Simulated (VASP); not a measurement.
Input:

```
CELL_PARAMETERS angstrom
      1.32271    -2.29100     0.00000
      1.32271     2.29100     0.00000
      0.00000     0.00000     4.64870
ATOMIC_POSITIONS crystal
  Zn 0.33333 0.66667 0.25000
  Zn 0.66667 0.33333 0.75000
```

All values below come from PBEsol GGA, VASP's PBE PAW potentials (set 64) (plane waves; VASP). Numerical set-up: 520 eV cut-off, 16×16×8 Γ-centred mesh, first-order Methfessel-Paxton smearing of 0.10 eV, potentials Zn.

Q: The ions and cell shape at fixed volume are relaxed. Give the cell that the relaxation ends in.

A: 
```
CELL_PARAMETERS angstrom
      1.30321    -2.25722     0.00000
      1.30321     2.25722     0.00000
      0.00000     0.00000     4.78887
ATOMIC_POSITIONS crystal
  Zn 0.33333 0.66667 0.25000
  Zn 0.66667 0.33333 0.75000
```
Space group P6_3/mmc (194), at a tolerance of 0.03 Å.

Q: How much energy does the relaxation gain?

A: The energy (σ→0) changes by -6.1 meV/atom, in 6 ionic steps.

The compound is Zn in the hcp structure. This run relaxes it. Symmetry was kept, so distortions that lower it aren't found.
